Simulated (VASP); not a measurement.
Input:

```yaml
crystal:
  lattice:
    - [0.00000, 2.61883, 2.61883]
    - [2.61883, 0.00000, 2.61883]
    - [2.61883, 2.61883, 0.00000]
  atoms:
    - { symbol: Co, position: [0.00000, 0.00000, 0.00000] }
    - { symbol: Si, position: [0.25000, 0.25000, 0.25000] }
    - { symbol: Si, position: [0.75000, 0.75000, 0.75000] }
```

All values below come from optB86b-vdW, VASP's PBE PAW potentials (set 64) (plane waves; VASP 6.6.1). Run with 520 eV cut-off, 10×10×10 Γ-centred mesh, first-order Methfessel-Paxton smearing of 0.10 eV, potentials Co Si.

Problem. Give the stress tensor in GPa (positive for a compressed cell).

Solution. 
```
12.77   0.00   0.00
 0.00  12.77   0.00
 0.00   0.00  12.77
```
The pressure is its mean diagonal, 12.77 GPa.

The compound is CoSi2 in the fluorite structure. This cell is one point of a volume scan, at 0.94 of the reference volume. The run is not spin-polarised, so no magnetic state was tried. The electron count is odd and the run is not spin-polarised, which forces a metal.
